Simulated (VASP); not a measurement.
# IrO$_{2}$ (rutile): computed properties

Calculation: PBEsol GGA, VASP's PBE PAW potentials (set 64) (plane waves; VASP).

For IrO2, the space group is P4_2/mnm (136) and the cell is a = b = 4.486 Å, c = 3.162 Å, α = β = γ = 90.00°. The volume per atom is 10.61 Å³/atom, the band gap (over mesh and band path) is none (metal, semimetal or under 0.01 eV) and the density is 11.70 g/cm³.

```
CELL_PARAMETERS angstrom
      4.48618     0.00000     0.00000
      0.00000     4.48618     0.00000
      0.00000     0.00000     3.16238
ATOMIC_POSITIONS crystal
  Ir 0.00000 0.00000 0.00000
  Ir 0.50000 0.50000 0.50000
  O  0.30868 0.30868 0.00000
  O  0.80868 0.19132 0.50000
  O  0.19132 0.80868 0.50000
  O  0.69132 0.69132 0.00000
```

Measured: a 4.505 Å (computed value off by -0.4 %), c 3.159 Å (computed value off by +0.1 %), as given by Zenji Hiroi, Progress in Solid State Chemistry (2015), arXiv:1503.02262. The calculation is for a static lattice, while the measured a, c hold thermal and zero-point effects, which are part of the difference. Unless said otherwise, spin-orbit coupling is left out, though it shifts the bands of the heavy elements here.

The compound is IrO2 in the rutile structure. It was relaxed first. Symmetry was kept, so distortions that lower it aren't found.
